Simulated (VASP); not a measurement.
Crystal: Be3Te2O.

```
Be Te O
1.0
     5.20000    0.00000    0.00000
    -2.60000    4.50333    0.00000
     0.00000    0.00000    4.07000
Be Te O
3 2 1
Direct
  0.30000 0.00000 0.00000
  0.00000 0.30000 0.00000
  0.70000 0.70000 0.00000
  0.33333 0.66667 0.50000
  0.66667 0.33333 0.50000
  0.00000 0.00000 0.00000
```

The cell was built by a generator and needn't be a form met in nature.

| Item | Value |
| --- | --- |
| Program | VASP 6.6.1 |
| Task | relaxation of cell and atoms |
| Functional | PBE |
| Potentials or basis | VASP PAW PBE potentials, release 64 (Be, Te, O) |
| Cutoff | 520 eV |
| k mesh | 3 × 3 × 4 |
| Occupations | gaussian, width 0.15 eV |
| Spin | no spin polarisation |

At the start: pressure 6.4 GPa; volume 15.88 Å³/atom.

Q: How do energy, volume and symmetry change on relaxing?

A: Over 13 steps the energy falls by 314.6 meV/atom and the volume is 16.24 Å³/atom (+2.2 %); space group P-62m (No. 189, to 0.05 Å).

Step by step:
| step | energy change (eV) | largest force (eV/Å) | pressure (GPa) | volume (Å³) |
| --- | --- | --- | --- | --- |
| 1 | 0.0000 | 0.6171 | 6.38 | 95.31 |
| 2 | -0.8812 | 1.4242 | -2.67 | 103.94 |
| 3 | -1.0602 | 1.6473 | -7.23 | 110.23 |
| 4 | -1.6239 | 0.9065 | -5.74 | 106.72 |
| 5 | -1.7892 | 0.3669 | -4.47 | 104.23 |
| 6 | -1.8204 | 0.1188 | -3.83 | 103.05 |
| 7 | -1.8738 | 0.2388 | 0.60 | 97.78 |
| 8 | -1.8784 | 0.1482 | -0.40 | 98.90 |
| 9 | -1.8784 | 0.1412 | -0.42 | 98.98 |
| 10 | -1.8859 | 0.0151 | -0.32 | 98.22 |
| 11 | -1.8866 | 0.1251 | -0.11 | 97.64 |
| 12 | -1.8869 | 0.0916 | -0.18 | 97.83 |
| 13 | -1.8876 | 0.0192 | 0.21 | 97.43 |

Final structure:
```xyz
6
Lattice="5.8898 0.0000 0.0000 -2.9449 5.1007 0.0000 0.0000 0.0000 3.2430" Properties=species:S:1:pos:R:3 pbc="T T T"
Be    1.5577    0.0000    3.2430
Be   -0.7789    1.3491    0.0000
Be    2.1660    3.7516    0.0000
Te    0.0000    3.4005    1.6215
Te    2.9449    1.7002    1.6215
O     5.8898    0.0000    3.2430
```

Caveat: the k mesh is coarse (spacing up to 0.47 Å⁻¹), so the values aren't converged.
